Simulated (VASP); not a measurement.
FeSi (B20) is relaxed at rising pressure, each step from the one before. Symmetry mostly holds the structure type, and other phases were not tried. The mesh follows the cell, and a change of mesh leaves a small step in the series.

Space group P2₁3 (No. 198); a = b = c = 4.405 Å, α = β = γ = 90.00°

```
atom  site  symmetry       x       y       z
----  ----  --------  ------  ------  ------
Fe      4a       .3.  0.1373  0.1373  0.1373
Si      4a       .3.  0.8411  0.8411  0.8411
```

Method: PBEsol GGA, VASP's PBE PAW potentials (set 64) (plane waves; VASP). Run with 500 eV cut-off, 5×5×5 Γ-centred mesh, Gaussian smearing of 0.050 eV, potentials Fe Si.

```csv
P (GPa),V (Å³/atom),H − H(0) (eV/atom),space group,k-mesh
0,10.68,0.000,P2_13,5×5×5
5,10.48,0.330,P2_13,5×5×5
10,10.29,0.655,P2_13,5×5×5
20,9.96,1.287,P2_13,5×5×5
30,9.68,1.900,P2_13,5×5×5
45,9.33,2.789,P2_13,5×5×5
```

Pressures at which the relaxation failed are left out.

The compound is FeSi in the B20 structure. The run is not spin-polarised, so no magnetic state was tried.
